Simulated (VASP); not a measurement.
Write the native input for VASP 6.6.1 that does the following.

* Task: single point
* Functional: PBE
* Potentials or basis: VASP PAW PBE potentials, release 64 (Ca_sv, Hf_pv, S)
* Cutoff: 520 eV
* k mesh: 15 × 15 × 8
* Occupations: gaussian, width 0.1 eV
* Spin: no spin polarisation
* Dipole correction: no
* Further INCAR settings: ALGO = Fast; EDIFF = 1e-06; NBANDS = 24

The structure of CaHfS2 lies in POSCAR:

```
CaHfS2
1.0
    3.6468921845      0.0000000000      0.0000000000
   -1.8234460923      3.1583012766      0.0000000000
    0.0000000000      0.0000000000      6.7653081572
Ca Hf S
1 1 2
Direct
    0.3333333333      0.6666666667      0.5000000000
    0.6666666667      0.3333333333      0.0000000000
    0.0000000000      0.0000000000      0.2311143127
    0.0000000000      0.0000000000      0.7688856873
```

The cell was built by a generator and needn't be a form met in nature.

These files were run (other wordings do the same):

INCAR

```
ALGO = Fast
EDIFF = 1E-6
ENCUT = 520
GGA = PE
ISIF = 2
ISMEAR = 0
LASPH = True
LCHARG = False
LREAL = False
LWAVE = False
NBANDS = 24
NELM = 100
PREC = Accurate
SIGMA = 0.1
```

KPOINTS

```
k-points
0
Gamma
  15 15 8
```

Potentials or basis: VASP PAW PBE potentials, release 64 (Ca_sv, Hf_pv, S).

Launch:

```console
$ cat potpaw_PBE.64/Ca_sv/POTCAR potpaw_PBE.64/Hf_pv/POTCAR potpaw_PBE.64/S/POTCAR > POTCAR
$ mpirun -np 1 vasp_std > vasp.out
```

Results of the run:

```yaml
Pressure: -0.3 GPa
Largest_force: 0.071 eV/Å
Band_gap_on_the_k_mesh: none (metal or under the smearing width)
```

It took 11 min on 1 thread of Intel(R) Xeon(R) Platinum 8175M CPU @ 2.50GHz (Skylake/Cascade Lake), with other jobs on the host, peak memory 0.38 GiB.
